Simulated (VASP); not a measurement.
An input for Quantum ESPRESSO's pw.x (written as the equivalent of a VASP run, and not itself run):

```
&CONTROL
  calculation = 'scf'
  pseudo_dir = './pseudo'
  outdir = './out'
  tprnfor = .true.
  tstress = .true.
/
&SYSTEM
  ibrav = 0
  nat = 2
  ntyp = 2
  ecutwfc = 84
  occupations = 'tetrahedra'
  input_dft = 'pbe'
  vdw_corr = 'grimme-d3'
  dftd3_version = 3
  dftd3_threebody = .false.
/
&ELECTRONS
  conv_thr = 7.3e-09
  electron_maxstep = 100
/
ATOMIC_SPECIES
  Ti 47.867 Ti.upf
  N 14.007 N.upf
CELL_PARAMETERS angstrom
    -0.0000000    2.1075228    2.1075228
     2.1075228   -0.0000000    2.1075228
     2.1075228    2.1075228   -0.0000000
ATOMIC_POSITIONS crystal
  Ti   0.0000000  1.0000000  1.0000000
  N    0.5000000  0.5000000  0.5000000
K_POINTS automatic
  17 17 17 0 0 0
```

Task: Write the VASP files for the same calculation (PBE-D3 (zero damping)).

Result: One answer among several that fit: 
### POSCAR
```
TiN
1
   -0.0000000000     2.1075227558     2.1075227558
    2.1075227558    -0.0000000000     2.1075227558
    2.1075227558     2.1075227558    -0.0000000000
Ti N
1 1
Direct
  0.0000000000   1.0000000000   1.0000000000
  0.5000000000   0.5000000000   0.5000000000
```

### INCAR
```
SYSTEM=TiN
PREC=Accurate; ENCUT=520; LREAL=.False.
LASPH=.True.
EDIFF=1E-7; NELM=100; ALGO=Normal
LMAXMIX=4
ISMEAR=-5
GGA=PE; IVDW=11
ISIF=2
LWAVE=.False.; LCHARG=.True.; LORBIT=11
NEDOS=601
```

File KPOINTS:
```
kpoints
0
Gamma
17 17 17
0 0 0
```

POTCAR, in this order: Ti_sv N (PBE.64 set). Program: vasp_std.

The two are equivalent in intent, not identical: the potentials are each code's own (VASP's PAW set, PseudoDojo norm-conserving files in pw.x), so ENCUT and ecutwfc are chosen apart and not converted; conv_thr bounds pw.x's estimated SCF error, while EDIFF bounds the energy change between steps.

The compound is TiN in the rock salt structure. It was relaxed first.
